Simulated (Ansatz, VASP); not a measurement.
**Two plane-wave programs on La2Zr3O**

INCAR

```
ALGO = Normal
EDIFF = 1E-6
ENCUT = 520
GGA = PE
ISIF = 2
ISMEAR = 0
LASPH = T
LCHARG = T
LELF = T
LREAL = F
LVHAR = T
LWAVE = F
NBANDS = 41
NELM = 60
PREC = Accurate
SIGMA = 0.1
```

KPOINTS

```
k-points
0
Gamma
  6 6 4
```

Contents of POSCAR:

```
La2Zr3O
1.0
    4.9360891300      0.0000000000      0.0000000000
   -2.4680445600      4.2747785800      0.0000000000
    0.0000000000      0.0000000000      6.1651015900
La Zr O
2 3 1
Direct
    0.3333333300      0.6666666700      0.5000000000
    0.6666666700      0.3333333300      0.5000000000
    0.5000000000      0.0000000000      0.0000000000
    0.0000000000      0.5000000000      0.0000000000
    0.5000000000      0.5000000000      0.0000000000
    0.0000000000      0.0000000000      0.0000000000
```

Input for Ansatz:

```yaml
crystal:
  lattice:
    - [4.93608913, 0.0, 0.0]
    - [-2.46804456, 4.27477858, 0.0]
    - [0.0, 0.0, 6.16510159]
  atoms:
    - { symbol: La, position: [0.33333333, 0.66666667, 0.5] }
    - { symbol: La, position: [0.66666667, 0.33333333, 0.5] }
    - { symbol: Zr, position: [0.5, 0.0, 0.0] }
    - { symbol: Zr, position: [0.0, 0.5, 0.0] }
    - { symbol: Zr, position: [0.5, 0.5, 0.0] }
    - { symbol: O, position: [0.0, 0.0, 0.0] }
basis:
  ecutwfc: 420
kpoints:
  mp_grid: { grid: [6, 6, 4] }
hamiltonian:
  xc: pbe
scf:
  occupations: { method: gaussian, width: 0.1 }
  lower_state_search: "off"
output:
  forces: true
  stress: true
  eigenvalues: true
```

Alike in both runs: task single point; functional PBE; k mesh 6 × 6 × 4; occupations gaussian, width 0.1 eV; no spin polarisation.

|  | VASP | Ansatz |
| --- | --- | --- |
| version | VASP 6.6.1 | Ansatz 0.2.0 |
| potentials or method | VASP PAW PBE potentials, release 64 (La, Zr_sv, O) | scalar-relativistic, plane waves, PAW |
| plane-wave cutoff (eV) | 520 | 420 |
| valence electrons in the cell | 64 | 64 |

|  | VASP | Ansatz | Ansatz less VASP |
| --- | --- | --- | --- |
| gap on the k mesh at the Fermi level (eV) | none | none | - |
| pressure (GPa) | 19.1 | 18.9 | -0.19 |
| largest component of the traceless stress (GPa) | 12.64 | 12.42 | -0.222 |

A gap of «none» marks a metal or a gap that the smearing closes. The functional is the same, so the differences come from potentials, cutoffs and numerics.

Caveats: so large a pressure means that the cell lies far from this level's equilibrium, or that cutoff or potentials fall short (VASP). Spin-orbit coupling is left out, which matters for the levels of La.
